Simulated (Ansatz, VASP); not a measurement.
# Cross-check of SbP between VASP and Ansatz, part 2 of 2

One calculation is typed for both programs; each brings its own data sets. How far apart do they land? The cell is generated by rule, not measured, and may not be a known phase. The cell is taken from a series of runs on this material, whose earlier steps may have relaxed, scaled, displaced or heated it; both programs get it as it stands.

VASP 6.6.1 and Ansatz 0.2.0.

So far: The structure; Ansatz: relaxation of cell and atoms, PBE, pair 1; VASP: relaxation of cell and atoms, PBE, pair 1; Side by side.

### Step 5. VASP: relaxation of cell and atoms, PBE, pair 2

Level of this step: PBE; plane waves and PAW (Sb, P); invented cell (VASP).

The relaxed volume is the usual yardstick between codes: in a stiff, nearly cubic crystal its relative difference is about their pressure difference at one cell divided by the bulk modulus.

Contents of INCAR:

```
SYSTEM = SbP
PREC = Accurate
ENCUT = 500
EDIFF = 1E-07
NELM = 120
ISMEAR = 0
SIGMA = 0.1
LREAL = .FALSE.
ALGO = Normal
GGA = PE
NBANDS = 16
LORBIT = 11
LWAVE = .FALSE.
LCHARG = .FALSE.
ISIF = 3
IBRION = 2
NSW = 80
EDIFFG = -0.005
LASPH = .TRUE.
GGA_COMPAT = .FALSE.
NELMIN = 4
KPAR = 2
```

Contents of POSCAR:

```
SbP
1.0
    4.7686650000     -0.0000030000      0.0000000000
   -2.3843300000      4.1297870000      0.0000000000
    0.0000000000      0.0000000000      5.8389290000
Sb P
2 2
Direct
    0.3333333629      0.6666665860      0.9638887543
    0.6666665161      0.3333331719      0.4638888399
    0.3333333629      0.6666665860      0.4111111815
    0.6666665161      0.3333331719      0.9111112672
```

Contents of KPOINTS:

```
Automatic mesh
0
Gamma
9 9 6
0 0 0
```

The projector-augmented-wave data sets are Sb and P (PBE family, release 64).

Launch:

```sh
$ mpirun -np 2 vasp_std
```

Numbers of over 12 decimals in the logs are rounded to 6 here.

Output:

```text
[... set-up lines as in an earlier step ...]
 entering main loop
       N       E                     dE             d eps       ncg     rms          rms(c)
DAV:   1     0.865292543158E+02    0.86529E+02   -0.73083E+03  1536   0.983E+02
DAV:   2    -0.118846093265E+02   -0.98414E+02   -0.95437E+02  2016   0.160E+02
DAV:   3    -0.183472206491E+02   -0.64626E+01   -0.63841E+01  2104   0.461E+01
DAV:   4    -0.184322032821E+02   -0.84983E-01   -0.84928E-01  1832   0.629E+00
[...]
DAV:  13    -0.179980959827E+02   -0.61610E-05   -0.18183E-05  1824   0.201E-02    0.609E-03
DAV:  14    -0.179980961173E+02   -0.13460E-06   -0.56725E-07  2072   0.448E-03    0.325E-03
DAV:  15    -0.179980960175E+02    0.99873E-07   -0.93786E-08  1392   0.178E-03
   1 F= -.17998096E+02 E0= -.17995191E+02  d E =-.179981E+02
[... from here on, the cycles between the ionic steps are left out ...]
   2 F= -.17998969E+02 E0= -.17995952E+02  d E =-.873210E-03
   3 F= -.17999000E+02 E0= -.17995957E+02  d E =-.904464E-03
   4 F= -.17999640E+02 E0= -.17996575E+02  d E =-.639971E-03
   5 F= -.18000002E+02 E0= -.17996927E+02  d E =-.100138E-02
   6 F= -.18000137E+02 E0= -.17997054E+02  d E =-.113626E-02
   7 F= -.18000155E+02 E0= -.17997091E+02  d E =-.186802E-04
   8 F= -.18000225E+02 E0= -.17997153E+02  d E =-.884694E-04
[...]
reached required accuracy - stopping structural energy minimisation
```

Parts of OUTCAR (step 5):

```text
  Total       -0.0011219     -0.0011219      0.0061504      0.0000000     -0.0000000      0.0000000
  in kB       -0.0154930     -0.0154930      0.0849374      0.0000000     -0.0000000      0.0000000
  external PRESSURE =       0.0179838 kB  Pullay stress =       0.0000000 kB

 POSITION                                       TOTAL-FORCE (eV/Angst)
 -----------------------------------------------------------------------------------
      0.00000      2.75817      5.67255         0.000000      0.000000     -0.001319
      2.38864      1.37908      2.73768        -0.000000      0.000000     -0.001319
      0.00000      2.75817      2.39835        -0.000000     -0.000000      0.001319
      2.38864      1.37908      5.33322         0.000000      0.000000      0.001319
 -----------------------------------------------------------------------------------
    total drift:                               -0.000000      0.000451      0.000437

  FREE ENERGIE OF THE ION-ELECTRON SYSTEM (eV)
  ---------------------------------------------------
  free  energy   TOTEN  =       -18.0002252064 eV

  energy  without entropy=      -17.9940806475  energy(sigma->0) =      -17.99715293

[... 1 part as in an earlier step ...]

[... 3 further parts left out ...]
[key lines of the parts left out:]
E-fermi :   5.4152
```

### Step 6. Ansatz: relaxation of cell and atoms, PBE, pair 2

The same cell, functional, mesh and smearing now go to Ansatz, which takes its cutoff from its data sets.

The cell is taken from a series of runs on this material, whose earlier steps may have relaxed, scaled, displaced or heated it; both programs get it as it stands.

Contents of input.yaml:

```yaml
crystal:
  lattice:
    - [4.7686650899, -3.2611e-06, 0.0]
    - [-2.3843297208, 4.1297867405, 0.0]
    - [0.0, 0.0, 5.8389293815]
  atoms:
    - { symbol: Sb, position: [0.3333333333, 0.6666666667, -0.0361111599] }
    - { symbol: Sb, position: [0.6666666667, 0.3333333333, 0.4638888401] }
    - { symbol: P, position: [0.3333333333, 0.6666666667, 0.4111111599] }
    - { symbol: P, position: [0.6666666667, 0.3333333333, 0.9111111599] }
kpoints:
  mp_grid: { grid: [9, 9, 6] }
hamiltonian:
  xc: pbe
scf:
  occupations: { method: gaussian, width: 0.1 }
output:
  forces: true
  stress: true
  eigenvalues: true
relax:
  adjacent_minimum: "off"
  f_tol: 0.005
  max_steps: 80
  cell: { stress_tol: 0.05 }
```

Launch:

```sh
$ ansatz run input.yaml --threads 4 --pin off --max-ram 7168MiB --backend cpu --events-out ev --progress --plain --runs-dir out
```

Output:

```text
[...]
Crystal: 4 atoms, lattice volume = 114.989 Å³
Basis set: ecut = 420 eV, 2245 PW (Γ), exchange–correlation on 64×64×80 points (8 copies of the dense FFT grid, shifted against one another)
Bands: 24, of which v1, the nominal top of the filled ones, is band 20 counted from 1 (19 counted from 0)
Symmetry: 12 space group operations
[...]
k-points: 48 of 486 (time reversal used)
[...]
--- Relaxed structure (4 steps of the walk, 4 accepted, 1 SCFs on fresh bases) ---
[...]
cell:  # Å, volume = 116.1761 Å³
    - [4.778448, -3.2677639373720196e-6, 0]
    - [-2.389221, 4.138259, 0]
    - [0, 0, 5.875062]
  atoms:
    - { symbol: Sb, position: [0.333333, 0.666667, -0.033139] }
    - { symbol: Sb, position: [0.666667, 0.333333, 0.466861] }
    - { symbol: P, position: [0.333333, 0.666667, 0.408139] }
    - { symbol: P, position: [0.666667, 0.333333, 0.908139] }
[key lines of the parts left out:]
SCF converged after 5 iterations
Free energy (F): -14479.320699 eV
Fermi energy:    7.208216 eV
P = ⅓ Tr σ = 0.0001 GPa (0.001 kbar)
```

### Step 7. Side by side

What differs besides the data sets and the points named for the pairs above, as far as they apply: the data sets hold 40 valence electrons in Ansatz (on its default PAW (the set named soft_2) files) and 20 in VASP. Total energies have different zeros and are not compared.

Both answers:

```csv
quantity,Ansatz,VASP,difference
volume (Å³),116.18,116.01,+0.14 %
"edge a after relaxation, in the typed setting (Å)",4.778,4.777,+0.02 %
"edge c after relaxation, in the typed setting (Å)",5.875,5.870,+0.09 %
```

### Step 8. Outcome

* difference in volume (relaxation of cell and atoms, PBE, pair 1): 0.11 %
* difference in volume (relaxation of cell and atoms, PBE, pair 2): 0.14 %

What this shows: The difference in volume is 0.14 % (relaxation of cell and atoms, PBE, pair 2), within the 1.2 % picked in this series as the mark of a large difference, as far as the stopping tolerances let one tell. The data sets hold unlike numbers of valence electrons (40 in Ansatz and 20 in VASP), so part of the differences comes from the potentials. VASP runs on this material, other cells of it included, that failed, so that no pair exists: relaxation of cell and atoms, PBE (not converged). 1 further run of this series is not shown here. How closely two codes agree says nothing of how well the functional describes the real material.

[Lines on the potential files, build, host, timing and source positions are cut from VASP's logs without a mark.]

[Logs are printed without paths, hosts, clocks, repeated set-up lines and the standing remarks that a program may print on its own settings, such as how far it seeks lower states.]

[Hosts, paths, dates, database ids (printed as entryN), source tags and the programs' standing remarks are cut or masked in the printed files.]
